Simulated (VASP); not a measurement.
The system is Ga2SnSe.

```
Ga Sn Se
1.0
    -2.81000    2.81000    5.62000
     2.81000   -2.81000    5.62000
     2.81000    2.81000   -5.62000
Ga Sn Se
4 2 2
Cartesian
  1.4050 1.5174 -1.4050
  1.4050 1.2926 4.2150
  -1.2926 1.4050 7.0250
  4.1026 1.4050 1.4050
  0.0000 0.0000 0.0000
  0.0000 2.8100 2.8100
  0.0000 0.0000 5.6200
  2.8100 0.0000 2.8100
```

The cell was built by a generator and needn't be a form met in nature.

- Program: VASP 6.6.1
- Task: relaxation of cell and atoms
- Functional: PBE
- Potentials or basis: VASP PAW PBE potentials, release 64 (Ga_d, Sn_d, Se)
- Cutoff: 520 eV
- k mesh: 4 × 4 × 4
- Occupations: gaussian, width 0.15 eV
- Spin: no spin polarisation

At the start: pressure 16.5 GPa; volume 22.19 Å³/atom.

**Question.** Where does the relaxation end?

**Answer.** Over 7 steps the energy falls by 263.1 meV/atom and the volume is 28.26 Å³/atom (+27.4 %); space group I-42d (No. 122, to 0.05 Å).

The path:
```
step  energy change (eV)  largest force (eV/Å)  pressure (GPa)  volume (Å³)
   1              0.0000                0.5479           16.50       177.50
   2             -1.8994                0.3937           -2.52       242.91
   3             -2.0383                0.4832           -0.02       225.27
   4             -2.0385                0.4472           -0.34       226.31
   5             -2.0727                0.2999           -0.17       226.24
   6             -2.0904                0.1779           -0.01       226.19
   7             -2.1048                0.0322            0.04       226.08
```

Final structure:
```
Ga Sn Se
1.0
    -3.03922    3.03922    6.11904
     3.03922   -3.03922    6.11904
     3.03922    3.03922   -6.11904
Ga Sn Se
4 2 2
Direct
  0.12987 0.12500 0.50487
  0.62013 0.62500 0.49513
  0.87500 0.37987 0.00487
  0.37500 0.87013 0.99513
  0.00000 0.00000 0.00000
  0.75000 0.25000 0.50000
  0.50000 0.50000 0.00000
  0.25000 0.75000 0.50000
```

Caveat: the volume moved by over 15 % at a fixed basis, so the end points are rough.
